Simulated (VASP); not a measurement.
Level of theory: PBEsol GGA, VASP's PBE PAW potentials (set 64) (plane waves; VASP). For the alloy's cell: Run with 520 eV cut-off, 9×9×3 Γ-centred mesh, tetrahedra with Blöchl corrections, potentials Ga_d N Al.

```csv
end member,E (eV/atom),V (Å³/atom),gap (eV)
AlN (wurtzite),-7.8281,10.46,4.11
GaN (wurtzite),-6.5671,11.36,1.91
```

An ordered cell with a fraction 0.75 of the second end member relaxes to

```yaml
crystal:
  lattice:
    - [1.58174, -2.73965, 0.00000]
    - [1.58174, 2.73965, 0.00000]
    - [0.00000, 0.00000, 10.28358]
  atoms:
    - { symbol: Ga, position: [0.66667, 0.33333, 0.25402] }
    - { symbol: Ga, position: [0.33333, 0.66667, 0.00115] }
    - { symbol: Ga, position: [0.66667, 0.33333, 0.74875] }
    - { symbol: N, position: [0.66667, 0.33333, 0.44457] }
    - { symbol: N, position: [0.33333, 0.66667, 0.19112] }
    - { symbol: N, position: [0.66667, 0.33333, 0.93871] }
    - { symbol: N, position: [0.33333, 0.66667, 0.68511] }
    - { symbol: Al, position: [0.33333, 0.66667, 0.50057] }
```

**Question.** Estimate the mixing energy, the deviation from a linear volume and the gap.

**Answer.** Its energy is -6.8772 eV/atom, so the mixing energy is 5 meV/atom. The volume of 11.14 Å³/atom lies +0.1 % from the linear mean. The gap is 2.31 eV against a linear mean of 2.46 eV, a bowing parameter of 0.8 eV for this ordering.
